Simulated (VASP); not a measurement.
# Cd (Cadmium) with LDA: from relaxation to properties, part 4 of 4

What structure does Cd (Cadmium) take at this level, and what are its properties? The start is a cell from a database of measured crystal structures.

VASP 6.6.1; LDA; plane waves and PAW (Cd).

So far. Step 10 (Volume scan with LDA, volume scale 1): The run ends at a pressure of -0.02 GPa.

## (11) Volume scan with LDA, volume scale 1.02

Input file INCAR:

```
SYSTEM = Cd
PREC = Accurate
ENCUT = 400
EDIFF = 1E-06
NELM = 100
ISMEAR = 1
SIGMA = 0.2
LREAL = .FALSE.
ALGO = Normal
GGA = CA
NBANDS = 18
LORBIT = 11
LWAVE = .FALSE.
LCHARG = .FALSE.
KPAR = 2
ISIF = 2
```

Input file POSCAR:

```
Cd
1.0
    2.9355992772      0.0000000000      0.0000000000
   -1.4677996385      2.5423035494      0.0000000000
    0.0000000000      0.0000000000      5.4303263272
Cd
2
Direct
    0.3333333333      0.6666666667      0.2500000000
    0.6666666667      0.3333333333      0.7500000000
```

Input file KPOINTS:

```
Automatic mesh
0
Gamma
10 10 5
0 0 0
```

Potentials, in the order of the species: Cd (LDA family, release 64).

On the command line:

```console
$ mpirun -np 2 vasp_std
```

Log:

```text
[... set-up lines as in an earlier step ...]
 entering main loop
       N       E                     dE             d eps       ncg     rms          rms(c)
DAV:   1     0.154327608312E+03    0.15433E+03   -0.11604E+04  1512   0.113E+03
DAV:   2     0.699236864129E-01   -0.15426E+03   -0.14995E+03  1538   0.325E+02
DAV:   3    -0.321930876264E+01   -0.32892E+01   -0.32835E+01  1738   0.550E+01
DAV:   4    -0.322460759408E+01   -0.52988E-02   -0.52985E-02  1704   0.200E+00
[...]
DAV:   9    -0.305271017551E+01   -0.84580E-05   -0.17144E-05  1688   0.476E-02    0.374E-02
DAV:  10    -0.305271616177E+01   -0.59863E-05   -0.57290E-06  1648   0.282E-02    0.259E-03
DAV:  11    -0.305271619920E+01   -0.37425E-07   -0.78436E-08   834   0.282E-03
   1 F= -.30527162E+01 E0= -.30529033E+01  d E =0.561286E-03
```

Wall time 8.4 s (2 MPI ranks of AMD EPYC 7R43, shared host); peak memory 0.19 GiB.

OUTCAR, selected parts (step 11):

```text
  Total       -0.4251793     -0.4251793     -0.2835474     -0.0000000     -0.0000000      0.0000000
  in kB      -16.8086387    -16.8086387    -11.2094962     -0.0000000     -0.0000000      0.0000000
  external PRESSURE =     -14.9422578 kB  Pullay stress =       0.0000000 kB

 POSITION                                       TOTAL-FORCE (eV/Angst)
 -----------------------------------------------------------------------------------
     -0.00000      1.69487      1.35758        -0.000000      0.000000     -0.000000
      1.46780      0.84743      4.07274         0.000000     -0.000000      0.000000
 -----------------------------------------------------------------------------------
    total drift:                               -0.000000      0.000000      0.000000

  FREE ENERGIE OF THE ION-ELECTRON SYSTEM (eV)
  ---------------------------------------------------
  free  energy   TOTEN  =        -3.0527161992 eV

  energy  without entropy=       -3.0532774849  energy(sigma->0) =       -3.05290329

[... 1 part as in an earlier step ...]

[... 2 further parts left out ...]
[key lines of the parts left out:]
E-fermi :   3.1338
```

The pressure falls from -0.02 to -1.49 GPa.

The run ends at a pressure of -1.49 GPa.

## (12) Volume scan with LDA, volume scale 1.04

INCAR is that of step 11.

Input file POSCAR:

```
Cd
1.0
    2.9546621443      0.0000000000      0.0000000000
   -1.4773310721      2.5588124766      0.0000000000
    0.0000000000      0.0000000000      5.4655891746
Cd
2
Direct
    0.3333333333      0.6666666667      0.2500000000
    0.6666666667      0.3333333333      0.7500000000
```

KPOINTS is that of step 11.

On the command line:

```console
$ mpirun -np 2 vasp_std
```

Log:

```text
[... set-up lines as in an earlier step ...]
 entering main loop
       N       E                     dE             d eps       ncg     rms          rms(c)
DAV:   1     0.152886543783E+03    0.15289E+03   -0.11541E+04  1512   0.111E+03
DAV:   2     0.155569143062E+00   -0.15273E+03   -0.14881E+03  1544   0.323E+02
DAV:   3    -0.320773757107E+01   -0.33633E+01   -0.33575E+01  1766   0.554E+01
DAV:   4    -0.321299919988E+01   -0.52616E-02   -0.52613E-02  1700   0.201E+00
[...]
DAV:   9    -0.304688797181E+01   -0.85130E-05   -0.18529E-05  1708   0.490E-02    0.360E-02
DAV:  10    -0.304689378239E+01   -0.58106E-05   -0.60762E-06  1642   0.295E-02    0.234E-03
DAV:  11    -0.304689382109E+01   -0.38705E-07   -0.68417E-08   830   0.254E-03
   1 F= -.30468938E+01 E0= -.30471599E+01  d E =0.798168E-03
```

The job ended after 8.4 s (2 MPI ranks; peak memory 0.19 GiB; 12 s of CPU time).

From OUTCAR (step 12):

```text
  Total       -0.8134881     -0.8134881     -0.5310625     -0.0000000      0.0000000      0.0000000
  in kB      -31.5412205    -31.5412205    -20.5907878     -0.0000000      0.0000000      0.0000000
  external PRESSURE =     -27.8910763 kB  Pullay stress =       0.0000000 kB

 POSITION                                       TOTAL-FORCE (eV/Angst)
 -----------------------------------------------------------------------------------
     -0.00000      1.70587      1.36640        -0.000000      0.000000      0.000000
      1.47733      0.85294      4.09919         0.000000     -0.000000      0.000000
 -----------------------------------------------------------------------------------
    total drift:                               -0.000000      0.000000     -0.000000

  FREE ENERGIE OF THE ION-ELECTRON SYSTEM (eV)
  ---------------------------------------------------
  free  energy   TOTEN  =        -3.0468938211 eV

  energy  without entropy=       -3.0476919893  energy(sigma->0) =       -3.04715988

[... 1 part as in an earlier step ...]

[... 2 further parts left out ...]
[key lines of the parts left out:]
E-fermi :   2.9878
```

The pressure falls from -1.49 to -2.79 GPa.

The run ends at a pressure of -2.79 GPa.

## (13) Volume scan with LDA, volume scale 1.06

A prediction first. A parabola through the 6 pressures of evenly scaled cells so far, P = -0.03 -79.1 t +231 t² GPa with t = ln(V/V₁) and V₁ the volume at scale 1, gives -3.86 GPa at t = +0.0583.

INCAR is that of step 12.

Input file POSCAR:

```
Cd
1.0
    2.9734821558      0.0000000000      0.0000000000
   -1.4867410779      2.5751110846      0.0000000000
    0.0000000000      0.0000000000      5.5004027831
Cd
2
Direct
    0.3333333333      0.6666666667      0.2500000000
    0.6666666667      0.3333333333      0.7500000000
```

KPOINTS is that of step 12.

On the command line:

```console
$ mpirun -np 2 vasp_std
```

Log:

```text
[... set-up lines as in an earlier step ...]
 entering main loop
       N       E                     dE             d eps       ncg     rms          rms(c)
DAV:   1     0.147666650351E+03    0.14767E+03   -0.11537E+04  1528   0.111E+03
DAV:   2     0.497541833793E-01   -0.14762E+03   -0.14387E+03  1570   0.319E+02
DAV:   3    -0.318983070546E+01   -0.32396E+01   -0.32332E+01  1732   0.538E+01
DAV:   4    -0.319535289161E+01   -0.55222E-02   -0.55218E-02  1712   0.201E+00
[...]
DAV:   9    -0.303476674578E+01   -0.85107E-05   -0.20141E-05  1722   0.504E-02    0.349E-02
DAV:  10    -0.303477244736E+01   -0.57016E-05   -0.64150E-06  1632   0.306E-02    0.216E-03
DAV:  11    -0.303477248484E+01   -0.37475E-07   -0.63064E-08   834   0.238E-03
   1 F= -.30347725E+01 E0= -.30351325E+01  d E =0.108010E-02
```

Run time: 8.8 s. Hardware: 2 MPI ranks; peak memory 0.2 GiB; 13 s of CPU time.

OUTCAR, selected parts (step 13):

```text
  Total       -1.1686189     -1.1686189     -0.7587374      0.0000000     -0.0000000      0.0000000
  in kB      -44.4557251    -44.4557251    -28.8633209      0.0000000     -0.0000000      0.0000000
  external PRESSURE =     -39.2582571 kB  Pullay stress =       0.0000000 kB

 POSITION                                       TOTAL-FORCE (eV/Angst)
 -----------------------------------------------------------------------------------
     -0.00000      1.71674      1.37510        -0.000000      0.000000     -0.000000
      1.48674      0.85837      4.12530         0.000000     -0.000000      0.000000
 -----------------------------------------------------------------------------------
    total drift:                               -0.000000      0.000000      0.000000

  FREE ENERGIE OF THE ION-ELECTRON SYSTEM (eV)
  ---------------------------------------------------
  free  energy   TOTEN  =        -3.0347724848 eV

  energy  without entropy=       -3.0358525878  energy(sigma->0) =       -3.03513252

[... 1 part as in an earlier step ...]

[... 2 further parts left out ...]
[key lines of the parts left out:]
E-fermi :   2.8502
```

The pressure falls from -2.79 to -3.93 GPa. The parabola predicted -3.86 GPa, +0.07 GPa off.

## (14) Comparing the runs

Times are for 2 MPI ranks of AMD EPYC 7R43, shared host. The runs compared:

| no. | volume scale | energy above the lowest point (meV/atom) | pressure (GPa) | time | memory (GiB) |
| --- | --- | --- | --- | --- | --- |
| 1 | 0.94 | 28.16 | 5.759 | 8.2 s | 0.19 |
| 2 | 0.96 | 14.07 | 3.569 | 8.6 s | 0.2 |
| 3 | 0.98 | 5.1 | 1.654 | 9.2 s | 0.19 |
| 4 | 1 | 0.58 | -0.02143 | 8.8 s | 0.19 |
| 5 | 1.02 | 0 | -1.494 | 8.4 s | 0.19 |
| 6 | 1.04 | 2.87 | -2.789 | 8.4 s | 0.19 |
| 7 | 1.06 | 8.89 | -3.926 | 8.8 s | 0.2 |

## (15) Fit for LDA

This step: Birch-Murnaghan fit, LDA; plane waves and PAW (VASP 6.6.1).

This step runs nothing: it gathers the runs above.

Numbers from this step:

```yaml
pressure_derivative_of_the_bulk_modulus: 5.345
r_m_s_error_of_the_fit: 1.54e-5 eV/atom
minimum_inside_the_sampled_range: yes
bulk_modulus: 74.20 GPa
equilibrium_volume_of_the_fit: 20.13 Å³/atom
```

Energy above the fitted minimum against volume:

| volume (Å³/atom) | energy above the fitted minimum (eV/atom) |
| --- | --- |
| 18.674 | 0.0284 |
| 19.072 | 0.0143 |
| 19.469 | 0.00533 |
| 19.866 | 8.1e-4 |
| 20.264 | 2.2e-4 |
| 20.661 | 0.00310 |
| 21.058 | 0.00911 |

The fitted volume lies +1.30 % from the relaxed one. At a finite cutoff and mesh the minimum of the energy and the zero of the stress don't quite coincide, and the relaxation stops at a threshold.

## (16) Zone-centre phonons (LDA)

This step: LDA; plane waves and PAW (Cd) (VASP 6.6.1).

Zone-centre modes test whether the atoms sit at a minimum within this cell. IBRION = 8 takes the force constants from linear response, which needs tightly converged orbitals.

Edit INCAR of step 13 so:

```diff
@@ -3,3 +3,3 @@
 ENCUT = 400
-EDIFF = 1E-06
+EDIFF = 1E-08
 NELM = 100
@@ -15,2 +15,3 @@
 KPAR = 2
+IBRION = 8
 ISIF = 2
```

Input file POSCAR:

```
Cd
1.0
    2.9162855649      0.0000000000      0.0000000000
   -1.4581427824      2.5255773839      0.0000000000
    0.0000000000      0.0000000000      5.3945994618
Cd
2
Direct
    0.3333333333      0.6666666667      0.2500000000
    0.6666666667      0.3333333333      0.7500000000
```

Input file KPOINTS:

```
Automatic mesh
0
Gamma
15 15 7
0 0 0
```

On the command line:

```console
$ mpirun -np 2 vasp_std
```

Log:

```text
[... set-up lines as in an earlier step ...]
 entering main loop
       N       E                     dE             d eps       ncg     rms          rms(c)
DAV:   1     0.153833209496E+03    0.15383E+03   -0.11507E+04  3912   0.112E+03
DAV:   2     0.133593921556E+00   -0.15370E+03   -0.14985E+03  3994   0.326E+02
DAV:   3    -0.321173570675E+01   -0.33453E+01   -0.33398E+01  4438   0.556E+01
DAV:   4    -0.321742247611E+01   -0.56868E-02   -0.56863E-02  4268   0.207E+00
DAV:   5    -0.321744017565E+01   -0.17700E-04   -0.17699E-04  4274   0.119E-01    0.570E+00
DAV:   6    -0.306021136744E+01    0.15723E+00   -0.34594E-01  4194   0.760E+00    0.434E+00
DAV:   7    -0.304175278081E+01    0.18459E-01   -0.35789E-02  4390   0.179E+00    0.184E+00
DAV:   8    -0.303925876341E+01    0.24940E-02   -0.44007E-03  4026   0.910E-01    0.992E-02
DAV:   9    -0.303926725274E+01   -0.84893E-05   -0.15069E-05  4440   0.452E-02    0.393E-02
DAV:  10    -0.303927347834E+01   -0.62256E-05   -0.52830E-06  4220   0.267E-02    0.291E-03
DAV:  11    -0.303927351715E+01   -0.38814E-07   -0.93458E-08  4216   0.320E-03    0.975E-04
DAV:  12    -0.303927351981E+01   -0.26535E-08   -0.32910E-09  2326   0.515E-04
   1 F= -.30392735E+01 E0= -.30396086E+01  d E =0.100523E-02
 Linear response reoptimize wavefunctions to high precision
DAV:   1    -0.303927352243E+01   -0.26216E-08   -0.51253E-10  2312   0.263E-04
DAV:   2    -0.303927352240E+01    0.23647E-10   -0.17128E-11  2104   0.499E-05
 Linear response DOF=           2
 Linear response progress:
  Degree of freedom:   1/  2
       N       E                     dE             d eps       ncg     rms          rms(c)
RMM:   1    -0.413837276261E+00   -0.41384E+00   -0.22343E-01 24568   0.338E+00
RMM:   2    -0.414380220531E+00   -0.54294E-03   -0.81731E-04 24769   0.250E-01    0.464E-02
RMM:   3    -0.413838622453E+00    0.54160E-03   -0.24589E-05 24937   0.359E-02    0.251E-02
RMM:   4    -0.413268515244E+00    0.57011E-03   -0.37643E-05 25920   0.405E-02    0.585E-03
RMM:   5    -0.413235901673E+00    0.32614E-04   -0.17552E-06 26766   0.895E-03    0.197E-03
RMM:   6    -0.413217456218E+00    0.18445E-04   -0.17941E-07 26201   0.284E-03    0.428E-04
RMM:   7    -0.413218688278E+00   -0.12321E-05   -0.72032E-09 27290   0.569E-04    0.180E-05
RMM:   8    -0.413218806751E+00   -0.11847E-06   -0.25529E-09 27195   0.468E-05    0.127E-05
RMM:   9    -0.413218786811E+00    0.19940E-07   -0.29300E-09 27101   0.361E-05    0.413E-06
RMM:  10    -0.413218779467E+00    0.73442E-08   -0.28328E-09 25128   0.335E-05    0.716E-07
 first order change of Fermi-energy  -0.76483E-05
 force on displaced ion       1 direction 1 :  -0.396   0.000   0.000
 Linear response progress:
  Degree of freedom:   2/  2
       N       E                     dE             d eps       ncg     rms          rms(c)
RMM:   1    -0.452119475718E+00   -0.45212E+00   -0.23221E-01  9013   0.347E+00
RMM:   2    -0.450999499357E+00    0.11200E-02   -0.14986E-03  8985   0.341E-01    0.383E-02
RMM:   3    -0.450740956670E+00    0.25854E-03   -0.16679E-05  9036   0.293E-02    0.220E-02
RMM:   4    -0.450508768758E+00    0.23219E-03   -0.14598E-05  9460   0.248E-02    0.610E-03
RMM:   5    -0.450486754570E+00    0.22014E-04   -0.49775E-07  9608   0.424E-03    0.131E-03
RMM:   6    -0.450475390182E+00    0.11364E-04   -0.33993E-08  9537   0.119E-03    0.588E-04
RMM:   7    -0.450474308669E+00    0.10815E-05   -0.15420E-08  9625   0.790E-04    0.108E-04
RMM:   8    -0.450474057650E+00    0.25102E-06    0.38209E-09  9858   0.137E-04    0.248E-05
RMM:   9    -0.450473978987E+00    0.78663E-07    0.89707E-09  9959   0.538E-05    0.586E-06
RMM:  10    -0.450473963159E+00    0.15828E-07    0.20209E-09  8753   0.355E-05    0.180E-06
RMM:  11    -0.450473959080E+00    0.40788E-08   -0.34686E-09  8300   0.341E-05    0.346E-07
 first order change of Fermi-energy   0.29164E-04
 force on displaced ion       1 direction 3 :  -0.000   0.000  -2.684
 Linear response finished
```

Wall time 2.7 min (2 MPI ranks); peak memory 0.87 GiB; 4.3 min of CPU time.

OUTCAR, selected parts (step 16):

```text
   k-points           NKPTS =    108   k-points in BZ     NKDIM =    108   number of bands    NBANDS=     18

   NELECT =      24.0000    total number of electrons

  Total       -0.1397315     -0.1397315      0.2409621     -0.0000000      0.0000000      0.0000000
  in kB       -5.6344957     -5.6344957      9.7164886     -0.0000000      0.0000000      0.0000000
  external PRESSURE =      -0.5175009 kB  Pullay stress =       0.0000000 kB

 Eigenvectors and eigenvalues of the dynamical matrix
 ----------------------------------------------------

   1 f  =    3.416529 THz    21.466685 2PiTHz  113.963141 cm-1    14.129622 meV
             X         Y         Z           dx          dy          dz
     -0.000000  1.683718  1.348650     0.000000   -0.000000    0.707107
      1.458143  0.841859  4.045950    -0.000000   -0.000000   -0.707107

   2 f  =    1.312408 THz     8.246106 2PiTHz   43.777235 cm-1     5.427683 meV
             X         Y         Z           dx          dy          dz
     -0.000000  1.683718  1.348650    -0.465363   -0.532389   -0.000000
      1.458143  0.841859  4.045950     0.465363    0.532389   -0.000000

   3 f  =    1.312408 THz     8.246106 2PiTHz   43.777235 cm-1     5.427683 meV
             X         Y         Z           dx          dy          dz
     -0.000000  1.683718  1.348650    -0.532389    0.465363    0.000000
      1.458143  0.841859  4.045950     0.532389   -0.465363    0.000000

   4 f  =    0.000000 THz     0.000000 2PiTHz    0.000001 cm-1     0.000000 meV
             X         Y         Z           dx          dy          dz
     -0.000000  1.683718  1.348650    -0.000002   -0.678441    0.199292
      1.458143  0.841859  4.045950    -0.000002   -0.678441    0.199292

   5 f  =    0.000000 THz     0.000000 2PiTHz    0.000000 cm-1     0.000000 meV
             X         Y         Z           dx          dy          dz
     -0.000000  1.683718  1.348650     0.707107   -0.000002    0.000001
      1.458143  0.841859  4.045950     0.707107   -0.000002    0.000001

   6 f/i=    0.000000 THz     0.000000 2PiTHz    0.000001 cm-1     0.000000 meV
             X         Y         Z           dx          dy          dz
     -0.000000  1.683718  1.348650    -0.000000    0.199292    0.678441
      1.458143  0.841859  4.045950    -0.000000    0.199292    0.678441

 ELASTIC MODULI CONTR FROM IONIC RELAXATION (kBar)
 Direction    XX          YY          ZZ          XY          YZ          ZX
 --------------------------------------------------------------------------------
 XX         -21.1028     21.1028      0.0000     -0.0000      0.0000      0.0000
 YY          21.1028    -21.1028     -0.0000     -0.0000     -0.0000      0.0000
 ZZ           0.0000     -0.0000     -0.0000     -0.0000      0.0000      0.0000
 XY          -0.0000     -0.0000     -0.0000    -21.1028      0.0000      0.0000
 YZ           0.0000     -0.0000      0.0000      0.0000     -0.0000      0.0000
 ZX           0.0000      0.0000      0.0000      0.0000      0.0000      0.0000
 --------------------------------------------------------------------------------

[... 9 parts as in an earlier step ...]

[... 2 further parts left out ...]
```

Energies printed during the response cycles are not total energies of the cell.

This step gave:

```
irreducible k points      : 108
pressure of the cell      : -0.05175 GPa
largest force of the cell : 0 eV/Å
Fermi energy              : 3.499 eV
```

Modes at Γ:

| mode | frequency (cm⁻¹) | symmetry |
| --- | --- | --- |
| 1 | 0.0 | acoustic |
| 2 | 0.0 | acoustic |
| 3 | 0.0 | acoustic |
| 4 | 43.8 | E2g |
| 5 | 43.8 | E2g |
| 6 | 114.0 | Bg |

Displacements in mode 4 (43.8 cm⁻¹), the largest set to 1:
```
Cd1 -1.00  0.87  0.00
Cd2  1.00 -0.87  0.00
```

Displacements in mode 6 (114.0 cm⁻¹), the largest set to 1:
```
Cd1  0.00  0.00  1.00
Cd2  0.00  0.00 -1.00
```

The three acoustic modes come out at zero, and all others are real. By the characters of their eigenvectors the optical modes sort into (cm⁻¹) Raman active: E2g 44; silent: Bg 114. B labels carry no number here, since it depends on the setting of the axes. With a centre of inversion no mode is active in both.

## (17) Results

| Property | Result |
| --- | --- |
| relaxed volume | 19.87 Å³/atom |
| relaxed conventional cell a, b, c | 2.916, 2.916, 5.395 Å; angles 90.0, 90.0, 120.0° |
| space group after relaxing, within 0.02 Å | P6_3/mmc (No. 194) |
| band gap | none, a metal |
| DOS at the Fermi level | 0.397 states/eV/cell |
| bulk modulus from the fit | 74.2 GPa |
| volume from the fit | 20.1 Å³/atom |
| highest zone-centre mode | 114 cm⁻¹ |

**Reading.** With LDA, Cd (Cadmium) relaxes to 19.87 Å³/atom in space group P6_3/mmc (held by the symmetry of the run), comes out as a metal and has a bulk modulus of 74.2 GPa at fixed shape and positions, an upper bound. Against the listed cell the volume lies -8.0 % (a -2.1 %, c -4.0 %). Bands along the symmetry lines (LDA): Of the bands kept, 3 cross the Fermi level on this path. Zone-centre phonons (LDA): The highest mode in this list at Γ lies at 114.0 cm⁻¹. Spin-orbit coupling is left out; it would split some degenerate bands. The k-sampling is coarse for a metal, so the Fermi level, pressures and the shape of the cell carry errors. Modes at Γ alone can't show that the crystal is stable at other wave vectors. No search among competing phases was made. All values are for a static lattice at zero temperature.

[Lines on the potential files, build, host, timing and source positions are cut from VASP's logs without a mark.]

[Logs are printed without paths, hosts, clocks, repeated set-up lines and the standing remarks that a program may print on its own settings, such as how far it seeks lower states.]

[Hosts, paths, dates, database ids (printed as entryN), source tags and the programs' standing remarks are cut or masked in the printed files.]

[A measured line is paired with the nearest computed mode of its activity, which favours agreement.]
